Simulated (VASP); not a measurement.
Given:

```xyz
5
Lattice="3.3469 0.0000 0.0000 -1.6735 2.8985 0.0000 0.0000 0.0000 5.7486" Properties=species:S:1:pos:R:3 pbc="T T T"
Mg     0.0000     0.0000     0.0000
Al     1.6735     0.9662     2.0121
Al     0.0000     1.9323     3.7365
C      0.0000     1.9323     1.5526
C      1.6735     0.9662     4.1960
```

Method: PBEsol GGA, VASP's PBE PAW potentials (set 64) (plane waves; VASP 6.6.1). Numerical set-up: 400 eV cut-off, 8×8×4 Γ-centred mesh, Gaussian smearing of 0.010 eV, potentials Mg Al C.

At this cut-off the stress carries a Pulay error, which pulls relaxed volumes low.

Q: The ions, cell shape and volume are relaxed. What does this cell relax into?

A: 
```xyz
5
Lattice="3.3712 0.0000 0.0000 -1.6856 2.9196 0.0000 0.0000 0.0000 5.7508" Properties=species:S:1:pos:R:3 pbc="T T T"
Mg     0.0000     0.0000     0.0000
Al     1.6856     0.9732     2.0122
Al     0.0000     1.9464     3.7386
C      0.0000     1.9464     1.5454
C      1.6856     0.9732     4.2053
```
Space group P-3m1 (164), at a tolerance of 0.03 Å.

Q: How do energy and volume change from the first to the last step?

A: The energy (σ→0) changes by -2.1 meV/atom and the volume by +1.5 %, in 6 ionic steps.

The structure comes from a computed database's Al2MgC2 entry (P-3m1); how it stands against other phases isn't given here. This run relaxes it. Symmetry was kept, so distortions that lower it aren't found. The run is one of a series of settings (EDIFFG = -0.01, IBRION = 2, ISIF = 3, NSW = 50 against the base run), some of them coarse on purpose.
